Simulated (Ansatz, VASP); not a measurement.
# Cross-check of H23C11 (amorphous polyisobutylene at 640 K) between VASP and Ansatz

One calculation is typed for both programs; each brings its own data sets. How far apart do they land? The cell is taken from a series of runs on this material, whose earlier steps may have relaxed, scaled, displaced or heated it; both programs get it as it stands.

Calculated with Ansatz 0.2.0; plane waves, with VASP 6.6.1 beside it; single point at PBE with D3(BJ).

## (1) The starting structure

The cell holds 136 atoms: 44 C and 92 H. Its edges and angles: a = 11.429 Å, b = 11.429 Å, c = 11.429 Å, α = 90.0°, β = 90.0°, γ = 90.0°. As first built, before any earlier steps moved the atoms (in the runner's words): 2 polyisobutylene chains of 5 units placed at random, at 0.691 g/cm^3; overlaps pushed apart, then 20 ps at 800 K with MMFF94 bonds, angles, torsions, charges and radii (Halgren, J. Comput. Chem. 17, 490 (1996)) in harmonic and 12-6 forms; charges of ions scaled by 0.8. Snapshot after 30 ps at 640 K and fixed volume.

## (2) Ansatz: single point, PBE with D3(BJ)

Ansatz runs on its default PAW (the set named soft_2) files.

A single point gives forces, pressure and levels at one fixed geometry, so differences don't come from the geometry; what else differs is listed under the comparison.

input.yaml

```yaml
crystal:
  lattice:
    - [11.42893, 0.0, 0.0]
    - [0.0, 11.42893, 0.0]
    - [0.0, 0.0, 11.42893]
  atoms:
    - { symbol: C, position: [0.04182, 0.59696, 0.89819] }
    - { symbol: C, position: [0.99602, 0.54458, 0.77686] }
    - { symbol: C, position: [0.92168, 0.42618, 0.78836] }
    - { symbol: C, position: [0.81966, 0.4369, 0.88418] }
    - { symbol: C, position: [0.00534, 0.32859, 0.83357] }
    - { symbol: C, position: [0.87375, 0.40734, 0.66394] }
    - { symbol: C, position: [0.94003, 0.40287, 0.55714] }
    - { symbol: C, position: [0.98737, 0.51187, 0.5044] }
    - { symbol: C, position: [0.04866, 0.32523, 0.57175] }
    - { symbol: C, position: [0.8533, 0.35932, 0.4607] }
    - { symbol: C, position: [0.88642, 0.30041, 0.34833] }
    - { symbol: C, position: [0.76484, 0.28603, 0.28399] }
    - { symbol: C, position: [0.96973, 0.37951, 0.26898] }
    - { symbol: C, position: [0.93195, 0.17334, 0.36894] }
    - { symbol: C, position: [0.98126, 0.10423, 0.2726] }
    - { symbol: C, position: [0.10072, 0.15294, 0.22663] }
    - { symbol: C, position: [0.02621, 0.98523, 0.31927] }
    - { symbol: C, position: [0.90536, 0.08265, 0.16376] }
    - { symbol: C, position: [0.91052, 0.98325, 0.07119] }
    - { symbol: C, position: [0.8164, 0.0247, 0.98464] }
    - { symbol: C, position: [0.85672, 0.86778, 0.12053] }
    - { symbol: C, position: [0.02773, 0.9738, 0.00043] }
    - { symbol: H, position: [0.97624, 0.66643, 0.93059] }
    - { symbol: H, position: [0.12846, 0.63648, 0.88442] }
    - { symbol: H, position: [0.05107, 0.53913, 0.96886] }
    - { symbol: H, position: [0.07488, 0.54353, 0.72616] }
    - { symbol: H, position: [0.93614, 0.60949, 0.74286] }
    - { symbol: H, position: [0.76009, 0.51124, 0.85845] }
    - { symbol: H, position: [0.84716, 0.46304, 0.97072] }
    - { symbol: H, position: [0.76491, 0.34888, 0.87767] }
[... 100 atom lines left out ...]
    - { symbol: H, position: [0.44918, 0.71808, 0.07715] }
    - { symbol: H, position: [0.33139, 0.63048, 0.02372] }
    - { symbol: H, position: [0.31076, 0.72405, 0.14068] }
    - { symbol: H, position: [0.36014, 0.37517, 0.19728] }
    - { symbol: H, position: [0.28318, 0.46479, 0.09759] }
    - { symbol: H, position: [0.25351, 0.46237, 0.25566] }
kpoints:
  mp_grid: { grid: [1, 1, 1] }
hamiltonian:
  xc: pbe
  dispersion: d3bj
scf:
  occupations: { method: fixed }
output:
  forces: true
```

Started as:

```console
ansatz run input.yaml --threads 4 --pin off --max-ram 8192MiB --backend cpu --events-out ev --progress --plain --runs-dir out
```

Numbers of over 12 decimals in the logs are rounded to 6 here.

Log:

```text
Engine: ansatz 0.2.0, x86_64-unknown-linux-gnu
Pseudopotentials: kind: paw
Pseudopotential: C, paw, valence charge 4, recommended cutoff 420 eV (normal), C.paw.azcp
Pseudopotential: H, paw, valence charge 1, recommended cutoff 420 eV (normal), H.paw.azcp
Functional definition: PBE
  parameter kappa = 0.804
  parameter beta = 0.066725
  exchange = pbe_x(kappa = kappa, mu = beta*pi^2/3)
  correlation = pbe_c(beta = beta)
Crystal: 136 atoms, lattice volume = 1492.852 Å³
Basis set: ecut = 420 eV, 29039 PW (Γ), exchange–correlation on 160×160×160 points (8 copies of the dense FFT grid, shifted against one another)
Bands: 270, of which v1, the nominal top of the filled ones, is band 134 counted from 1 (133 counted from 0)
Symmetry: 1 space group operations
Space group: P1 (ITA 1), of the structure as read, at distance tolerance 1.1e-4 Å
k-points: 1
Non-local potential: C, projectors of the file, l = 0: 2, l = 1: 2, l = 2: 1
Non-local potential: H, projectors of the file, l = 0: 2, l = 1: 1
PAW form: soft (Blöchl's): semilocal exchange-correlation on the pseudo side does not see the compensation charge
PAW one-centre angular grid: C, 110 points (default); XC on 64 Gauss nodes
PAW one-centre angular grid: H, 110 points (default); XC on 64 Gauss nodes
Initial density: superposition of atomic densities (neutral atoms: chi_scale 0, normalization atom), corrected by the library's trained network
Initial wavefunctions: pseudopotential atomic-orbital guess
Functional: x = pbe(κ = 0.804, μ = 0.219515), c = pbe(β = 0.066725)
SCF iter   1: F=—  HF=-12519.584671 eV  |F-HF|=—  |Δ(HF+E_count)|=         —  Δρ=4.08e-3  dr2=3.08e-1  ethr=1.77e-3  ⟨swp⟩=5.0  Hψ=856  notcnv=0  defer=134
preconditioner: auto → Resta (q_TF=auto, 2.049 Å⁻¹)  ε∞=2.1  [insulator: Δε(μ)=4.727 eV  Ē_g=15.279 eV  n_scr=202 (ndim 8)  ℏωp=15.7 eV  f_vac=0.346  ε∞_Penn≈2.1]
SCF iter   2: F=—  HF=-12519.569731 eV  |F-HF|=—  |Δ(HF+E_count)|=   1.49e-2  Δρ=1.82e-3  dr2=7.09e-2  ethr=1.15e-4  ⟨swp⟩=3.0  Hψ=414  notcnv=0  defer=134
SCF iter   3: F=—  HF=-12519.592171 eV  |F-HF|=—  |Δ(HF+E_count)|=   2.24e-2  Δρ=6.72e-4  dr2=1.07e-2  ethr=2.64e-5  ⟨swp⟩=4.0  Hψ=279  notcnv=0  defer=35
automatic band count: iteration 3 solves 171 bands in place of 270: the levels show a gap, and the empty bands left out lie too high to hold charge; the band table lists the bands solved (type scf.n_extra_bands for more)
SCF iter   4: F=—  HF=-12519.595307 eV  |F-HF|=—  |Δ(HF+E_count)|=   3.14e-3  Δρ=1.92e-4  dr2=8.48e-4  ethr=4.00e-6  ⟨swp⟩=3.0  Hψ=251  notcnv=0  defer=35
SCF iter   5: F=—  HF=-12519.595347 eV  |F-HF|=—  |Δ(HF+E_count)|=   4.09e-5  Δρ=7.04e-5  dr2=1.25e-4  ethr=3.16e-7  ⟨swp⟩=3.0  Hψ=246  notcnv=0  defer=35
SCF iter   6: F=—  HF=-12519.595266 eV  |F-HF|=—  |Δ(HF+E_count)|=   8.19e-5  Δρ=2.19e-5  dr2=8.62e-6  ethr=4.68e-8  ⟨swp⟩=2.0  Hψ=274  notcnv=0  defer=35
SCF iter   7: F=—  HF=-12519.595416 eV  |F-HF|=—  |Δ(HF+E_count)|=   1.51e-4  Δρ=6.53e-6  dr2=8.68e-7  ethr=3.22e-9  ⟨swp⟩=2.0  Hψ=305  notcnv=0  defer=35
SCF iter   8: F=—  HF=-12519.595416 eV  |F-HF|=—  |Δ(HF+E_count)|=   5.22e-7  Δρ=2.79e-6  dr2=1.58e-7  ethr=3.24e-10  ⟨swp⟩=2.0  Hψ=272  notcnv=0  defer=35
SCF iter   9: F=-12519.595416 eV  HF=-12519.595416 eV  |F-HF|=4.84e-9  |Δ(HF+E_count)|=   5.45e-8  Δρ=6.72e-7  dr2=1.01e-8  ethr=3.73e-11  ⟨swp⟩=4.0  Hψ=548  notcnv=0
SCF 1 converged in 9 iterations: F = -12519.595416 eV  dr2 = 1.01e-8
  greatest PAW one-centre occupation: 0.675 electrons in one spin orbital (limit 2), on the C atom at site 13 (counted from 0), in its partial waves of l = 0
SCF converged after 9 iterations
Free energy (F): -12519.595416 eV
Harris-Foulkes:  -12519.595416 eV  (|F-HF|=4.84e-9)
Internal energy: -12519.595416 eV  (E = F + TS)
E sigma→0 (E₀):  -12519.595416 eV
Fermi energy:    -2.372085 eV
--- Per-component energies (eV) ---
  E_band       = -2085.145036
  E_kinetic    = 5340.418565
  E_local      = -21501.396294  (includes V_loc(G=0)·N_el)
  E_nonlocal   = 1350.310550
  E_hartree    = 8406.406861
  E_xc         = -2968.873808
  E_vxc        = -3719.676807  (∫ρ·V_xc dr)
  E_paw        = -4425.960627  (= ΣΔE_a)
  E_vpaw       = -367.485951  (= ΣTr[D̂ρ^β])
  E_aug_tail   = -0.128853  (compensation charges beyond the density's cutoff)
  E_ewald      = 1285.652830
  E_disp       = -6.024639  (pairwise vdW)
  E_smearing   = -0.000000  (= −TS)
  E_closure    = 0.000000  (closes the sum)
  Σ components = -12519.595416   (vs F -12519.595416, Δ=0.00e0)
--- Forces (eV/Å), atoms counted from 1 ---
  atom   1  C     -1.55132568     1.87956565    -1.39568516
  atom   2  C     -0.78114570    -0.04615632     3.31851749
  atom   3  C      1.49987023     1.21977283     0.18640016
  atom   4  C     -1.15902249    -0.44703417    -2.80415389
  atom   5  C     -0.66008496     1.08012801    -1.10768019
  atom   6  C     -2.96705956    -1.61968803     2.61194902
  atom   7  C      1.56763968    -1.81814562    -2.57451497
  atom   8  C     -0.54755037     2.35445822     2.33881663
  atom   9  C     -0.12338645     0.19780728    -1.40818665
  atom  10  C     -2.58030465     1.33110572    -0.19738960
  atom  11  C     -0.44768028    -1.14669607    -2.01482945
  atom  12  C     -0.75934535     2.10966060     0.64613909
  atom  13  C     -2.92266046    -1.61701592     1.01315315
  atom  14  C     -5.46552401     0.77655914    -3.62264880
  atom  15  C      3.08045637    -2.38785328    -2.12958160
  atom  16  C      0.07534618     0.60673622    -0.95740299
  atom  17  C     -2.63635737     1.54356327     6.44750485
  atom  18  C     -0.92565924     2.27749404     0.68805913
  atom  19  C     -1.36717681     1.01929591     0.19558005
  atom  20  C     -0.14800607    -0.21693066    -0.31762829
  atom  21  C      1.05337445     1.27437151     0.34055275
  atom  22  C     -0.92382140    -1.11602886     2.53977121
  atom  23  H      1.15744568    -0.80212565    -0.43516875
  atom  24  H     -0.19968702     0.28453482     0.08231433
[...]
atom 129  H      0.46996364     0.38074295    -0.12584151
  atom 130  H     -0.11330865     0.07265809    -0.52510161
  atom 131  H     -0.72222983    -0.46314199     0.12643488
  atom 132  H     -0.09049489    -0.38246126    -0.35298945
  atom 133  H     -1.28135433     1.08277480     0.77172916
  atom 134  H     -0.33426113     1.18191206    -0.10092525
  atom 135  H     -0.71625251    -0.13909387     0.09293441
  atom 136  H     -1.37509223     0.50934234     0.64596028
  max |Σ_I F_I| component: 6.06e-5 eV/Å
```

The column dr2 measures how far the density is from self-consistency, as an energy; F and HF (Harris–Foulkes) agree once it is small.

## (3) VASP: single point, PBE with D3(BJ)

The same cell, functional and mesh now go to VASP, with its own data sets.

Lines of VASP's logs that name or quote its potential files are left out, and so is its time.

INCAR

```
SYSTEM = H23C11
PREC = Accurate
ENCUT = 520
EDIFF = 1E-06
NELM = 120
ISMEAR = 0
SIGMA = 0.01
LREAL = Auto
ALGO = Normal
GGA = PE
IVDW = 12
NBANDS = 229
LORBIT = 11
LWAVE = .FALSE.
LCHARG = .FALSE.
ISIF = 2
LASPH = .TRUE.
GGA_COMPAT = .FALSE.
EFERMI = MIDGAP
```

POSCAR

```
H23C11
1.0
   11.4289300000      0.0000000000      0.0000000000
    0.0000000000     11.4289300000      0.0000000000
    0.0000000000      0.0000000000     11.4289300000
C H
44 92
Direct
    0.0418200000      0.5969600000      0.8981900000
    0.9960200000      0.5445800000      0.7768600000
    0.9216800000      0.4261800000      0.7883600000
    0.8196600000      0.4369000000      0.8841800000
    0.0053400000      0.3285900000      0.8335700000
    0.8737500000      0.4073400000      0.6639400000
    0.9400300000      0.4028700000      0.5571400000
    0.9873700000      0.5118700000      0.5044000000
    0.0486600000      0.3252300000      0.5717500000
    0.8533000000      0.3593200000      0.4607000000
    0.8864200000      0.3004100000      0.3483300000
    0.7648400000      0.2860300000      0.2839900000
    0.9697300000      0.3795100000      0.2689800000
    0.9319500000      0.1733400000      0.3689400000
    0.9812600000      0.1042300000      0.2726000000
    0.1007200000      0.1529400000      0.2266300000
    0.0262100000      0.9852300000      0.3192700000
    0.9053600000      0.0826500000      0.1637600000
    0.9105200000      0.9832500000      0.0711900000
    0.8164000000      0.0247000000      0.9846400000
    0.8567200000      0.8677800000      0.1205300000
    0.0277300000      0.9738000000      0.0004300000
    0.4629700000      0.2908300000      0.6502000000
    0.4852800000      0.2506400000      0.7715800000
    0.3906000000      0.1654700000      0.8123000000
    0.2717200000      0.2204000000      0.7989200000
    0.4214600000      0.1508400000      0.9395300000
    0.4102900000      0.0530500000      0.7359200000
    0.3986800000      0.9268700000      0.7697400000
    0.4867700000      0.8782900000      0.8619000000
[... 100 atom lines left out ...]
    0.4491800000      0.7180800000      0.0771500000
    0.3313900000      0.6304800000      0.0237200000
    0.3107600000      0.7240500000      0.1406800000
    0.3601400000      0.3751700000      0.1972800000
    0.2831800000      0.4647900000      0.0975900000
    0.2535100000      0.4623700000      0.2556600000
```

KPOINTS

```
Automatic mesh
0
Gamma
1 1 1
0 0 0
```

Potentials, in the order of the species: C and H (PBE family, release 64).

Started as:

```console
export OMP_NUM_THREADS=3
mpirun -np 1 vasp_gam
```

Log:

```text
[banner, memory and clock lines left out]
running    1 mpi-ranks, on    1 nodes
[...]
Offloading initialized ...    1 GPUs detected
[...]
LDA part: xc-table for (Slater+PW92), standard interpolation
 POSCAR, INCAR and KPOINTS ok, starting setup
[...]
entering main loop
       N       E                     dE             d eps       ncg     rms          rms(c)
DAV:   1     0.166108476475E+04    0.16611E+04   -0.12683E+05   466   0.103E+03
DAV:   2    -0.568714597781E+03   -0.22298E+04   -0.21120E+04   575   0.241E+02
DAV:   3    -0.802931233073E+03   -0.23422E+03   -0.23232E+03   596   0.785E+01
DAV:   4    -0.809806671758E+03   -0.68754E+01   -0.68561E+01   620   0.156E+01
[...]
DAV:  18    -0.729254816948E+03    0.40613E-05   -0.10644E-05   548   0.873E-03    0.486E-03
DAV:  19    -0.729254813980E+03    0.29676E-05   -0.20008E-06   412   0.548E-03    0.202E-03
DAV:  20    -0.729254813311E+03    0.66883E-06   -0.18908E-06   396   0.421E-03
   1 F= -.73527870E+03 E0= -.73527870E+03  d E =0.000000E+00
```

OUTCAR, selected parts (step 3):

```text
  FREE ENERGIE OF THE ION-ELECTRON SYSTEM (eV)
  ---------------------------------------------------
  free  energy   TOTEN  =      -735.2787036939 eV

  energy  without entropy=     -735.2787036939  energy(sigma->0) =     -735.27870369
```

The run ends at a pressure of 2.22 GPa, with forces up to 7.1 eV/Å.

## (4) Comparison

Known differences besides the potentials themselves: fixed occupations in Ansatz, narrow Gaussian smearing in VASP; the cutoff is 420 eV in Ansatz and 520 eV in VASP (PREC = Accurate, projectors in real space). Total energies have different zeros and are not compared.

Compared:

```
              quantity  Ansatz   VASP  difference
gap on the k mesh (eV)   4.738  4.734      +0.003
```

Forces on 8 of the 136 atoms, those with the largest forces and the largest differences (eV/Å; atoms numbered as in POSCAR):

```
atom          Ansatz x, y, z            VASP x, y, z
  C6   -2.967, -1.620, 2.612   -2.970, -1.619, 2.637
  C7   1.568, -1.818, -2.575   1.564, -1.829, -2.585
 C14   -5.466, 0.777, -3.623   -5.442, 0.789, -3.595
 C15   3.080, -2.388, -2.130   3.069, -2.395, -2.135
 C17    -2.636, 1.544, 6.447    -2.620, 1.527, 6.423
 C26  -0.047, -2.919, -0.431  -0.061, -2.889, -0.424
 H72     4.588, 0.084, 4.940     4.581, 0.085, 4.934
 H78   2.864, -2.968, -4.235   2.861, -2.966, -4.228
```

The forces differ by 12 meV/Å r.m.s., which is 1.0 % of the r.m.s. force of 1.231 eV/Å (both taken over all components). A gap on the mesh is an upper bound, since the band edges may lie between its points.

## (5) Outcome

- r.m.s. force difference (single point, PBE with D3(BJ)): 0.96 % of the r.m.s. force

In words: The r.m.s. force difference is 0.96 % of the r.m.s. force (single point, PBE with D3(BJ)), within the 3 % picked in this series as the mark of a large difference. How closely two codes agree says nothing of how well the functional describes the real material.

[Lines on the potential files, build, host, timing and source positions are cut from VASP's logs without a mark.]

[Logs are printed without paths, hosts, clocks, repeated set-up lines and the standing remarks that a program may print on its own settings, such as how far it seeks lower states.]

[Hosts, paths, dates, database ids (printed as entryN), source tags and the programs' standing remarks are cut or masked in the printed files.]

[The MMFF94 radii named for the starting cell were scaled by 0.96; in molecules described by MMFF94, hydrogen bound to N, O or S took a small fixed 12-6 site in their place.]
